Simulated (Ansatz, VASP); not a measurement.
# Two plane-wave programs on Si

```
Si
1.0
    -2.37137    2.37137    1.32927
     2.37137   -2.37137    1.32927
     2.37137    2.37137   -1.32927
Si
2
Direct
  0.25000 0.75000 0.50000
  0.50000 0.50000 0.00000
```

This isn't the form of Si at room conditions, which is diamond.

Alike in both runs: task single point; functional LDA; k mesh 20 × 20 × 20; occupations gaussian, width 0.15 eV; no spin polarisation.

```csv
,VASP,Ansatz
version,VASP 6.6.1,Ansatz 0.2.0
potentials or method,"VASP PAW LDA potentials, release 64 (Si)","scalar-relativistic, plane waves, PAW"
plane-wave cutoff (eV),520,420
valence electrons in the cell,8,8
```

```csv
,VASP,Ansatz,Ansatz less VASP
gap on the k mesh at the Fermi level (eV),none,none,-
pressure (GPa),-0.8,-0.8,-0.08
largest component of the traceless stress (GPa),1.19,1.18,-0.009
```

A gap of «none» marks a metal or a gap that the smearing closes.
